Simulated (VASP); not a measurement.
Output of a VASP run:

OSZICAR:
```
...
DAV:   2    -0.251479830300E+02    0.30858E-02   -0.96321E-03  3966   0.799E-01    0.178E-01
DAV:   3    -0.251476242126E+02    0.35882E-03   -0.39516E-03  3492   0.510E-01    0.382E-02
DAV:   4    -0.251481869038E+02   -0.56269E-03   -0.79320E-04  4074   0.188E-01    0.294E-02
DAV:   5    -0.251481848985E+02    0.20053E-05   -0.26347E-05  3762   0.474E-02    0.199E-02
DAV:   6    -0.251481836878E+02    0.12107E-05   -0.19041E-05  3708   0.486E-02    0.291E-03
DAV:   7    -0.251481893241E+02   -0.56364E-05   -0.89830E-06  3552   0.346E-02    0.955E-04
DAV:   8    -0.251481896222E+02   -0.29810E-06   -0.29150E-07  1806   0.530E-03
  20 F= -.25148190E+02 E0= -.25148259E+02  d E =-.652421E-02
       N       E                     dE             d eps       ncg     rms          rms(c)
DAV:   1    -0.251493456726E+02   -0.11563E-02   -0.32302E-02  3894   0.104E+00    0.123E-01
DAV:   2    -0.251488811291E+02    0.46454E-03   -0.13734E-03  3948   0.304E-01    0.708E-02
DAV:   3    -0.251488177850E+02    0.63344E-04   -0.55970E-04  3474   0.191E-01    0.145E-02
DAV:   4    -0.251489069743E+02   -0.89189E-04   -0.11055E-04  4152   0.701E-02    0.117E-02
DAV:   5    -0.251489070916E+02   -0.11735E-06   -0.35901E-06  3768   0.187E-02
  21 F= -.25148907E+02 E0= -.25148984E+02  d E =-.724168E-02
       N       E                     dE             d eps       ncg     rms          rms(c)
DAV:   1    -0.251489084440E+02   -0.14697E-05   -0.14363E-04  3906   0.724E-02    0.817E-03
DAV:   2    -0.251489071274E+02    0.13166E-05   -0.19435E-05  3666   0.433E-02    0.441E-03
DAV:   3    -0.251489066516E+02    0.47579E-06   -0.11736E-05  3468   0.336E-02    0.156E-03
DAV:   4    -0.251489090362E+02   -0.23846E-05   -0.33610E-06  3522   0.178E-02    0.862E-04
DAV:   5    -0.251489090274E+02    0.87730E-08   -0.80485E-08  1758   0.297E-03
  22 F= -.25148909E+02 E0= -.25148986E+02  d E =-.724362E-02
       N       E                     dE             d eps       ncg     rms          rms(c)
DAV:   1    -0.251490203342E+02   -0.11130E-03   -0.78487E-04  4206   0.168E-01    0.131E-02
DAV:   2    -0.251490125270E+02    0.78073E-05   -0.20894E-05  3750   0.414E-02    0.745E-03
DAV:   3    -0.251490120235E+02    0.50344E-06   -0.66940E-06  3966   0.212E-02
  23 F= -.25149012E+02 E0= -.25149087E+02  d E =-.102996E-03
       N       E                     dE             d eps       ncg     rms          rms(c)
DAV:   1    -0.251492579166E+02   -0.24539E-03   -0.69770E-03  4206   0.501E-01    0.388E-02
DAV:   2    -0.251491936831E+02    0.64233E-04   -0.18344E-04  3756   0.123E-01    0.223E-02
DAV:   3    -0.251491930826E+02    0.60049E-06   -0.64254E-05  3954   0.651E-02    0.356E-03
DAV:   4    -0.251491962608E+02   -0.31782E-05   -0.31223E-06  3894   0.138E-02    0.255E-03
DAV:   5    -0.251491955968E+02    0.66401E-06   -0.83714E-07  1926   0.695E-03
  24 F= -.25149196E+02 E0= -.25149256E+02  d E =-.286569E-03
       N       E                     dE             d eps       ncg     rms          rms(c)
DAV:   1    -0.251492410823E+02   -0.44822E-04   -0.16998E-03  4182   0.247E-01    0.191E-02
DAV:   2    -0.251492242419E+02    0.16840E-04   -0.47187E-05  3762   0.620E-02    0.110E-02
DAV:   3    -0.251492241939E+02    0.48032E-07   -0.18011E-05  3906   0.352E-02    0.185E-03
DAV:   4    -0.251492250505E+02   -0.85660E-06   -0.11146E-06  2646   0.865E-03
  25 F= -.25149225E+02 E0= -.25149276E+02  d E =-.316023E-03
```

### OUTCAR
```
------------------------ aborting loop because EDIFF is reached ----------------------------------------
  FORCE on cell =-STRESS in cart. coord.  units (eV):
  Direction    XX          YY          ZZ          XY          YZ          ZX
  --------------------------------------------------------------------------------------
  Total        0.0072007      0.0072007      0.0024563      0.0000000      0.0000000      0.0000000
  in kB        0.4153368      0.4153368      0.1416770      0.0000000      0.0000000      0.0000000
  external PRESSURE =       0.3241169 kB  Pullay stress =       0.0000000 kB
  volume of cell :       27.78
      direct lattice vectors                 reciprocal lattice vectors
    -1.543822460  1.543822460  2.913617375     0.000000000  0.323871438  0.171607983
     1.543822460 -1.543822460  2.913617375     0.323871438  0.000000000  0.171607983
     1.543822460  1.543822460 -2.913617375     0.323871438  0.323871438  0.000000000
 POSITION                                       TOTAL-FORCE (eV/Angst)
 -----------------------------------------------------------------------------------
      0.00000     -0.00000      0.00000         0.000000     -0.000000      0.000000
 -----------------------------------------------------------------------------------
    total drift:                               -0.000000      0.000000      0.000000
  FREE ENERGIE OF THE ION-ELECTRON SYSTEM (eV)
  ---------------------------------------------------
  free  energy   TOTEN  =       -25.1492250505 eV

  energy  without entropy=      -25.1493793933  energy(sigma->0) =      -25.14927650

 reached required accuracy - stopping structural energy minimisation
```
(Selected blocks of OUTCAR.)

File POSCAR:
```
Sb
1
   -1.5050000000     1.5050000000     2.4800000000
    1.5050000000    -1.5050000000     2.4800000000
    1.5050000000     1.5050000000    -2.4800000000
Sb
1
Direct
  0.0000000000   0.0000000000   0.0000000000
```

Question: Write an INCAR and KPOINTS that could have produced this output.

Answer: Several could match; the one computed here: the input of the run itself, r2SCAN+rVV10, plane waves, VASP's PBE PAW potentials (set 64).

KPOINTS:
```
Automatic mesh
0
G
 15 15 15
0 0 0
```

**INCAR**
```
ALGO=Normal
BPARAM=11.95
CPARAM=0.0093
EDIFF=1E-6
EDIFFG=-0.01
ENCUT=400
IBRION=2
ISIF=3
ISMEAR=1
LASPH=.TRUE.
LCHARG=.FALSE.
LMAXMIX=4
LMIXTAU=.TRUE.
LREAL=.FALSE.
LUSE_VDW=.TRUE.
LWAVE=.FALSE.
METAGGA=R2SCAN
NELM=100
NSW=60
PREC=Accurate
SIGMA=0.1
SYSTEM=Sb
```

POTCAR, in this order: Sb (PBE.64 set). Program: vasp_std.

Energy and stress use the plane-wave basis of the starting cell.

The structure comes from a measured Sb entry (I4/mmm) of the Crystallography Open Database, whose conditions weren't checked. This run relaxes it. Symmetry was kept, so distortions that lower it aren't found.
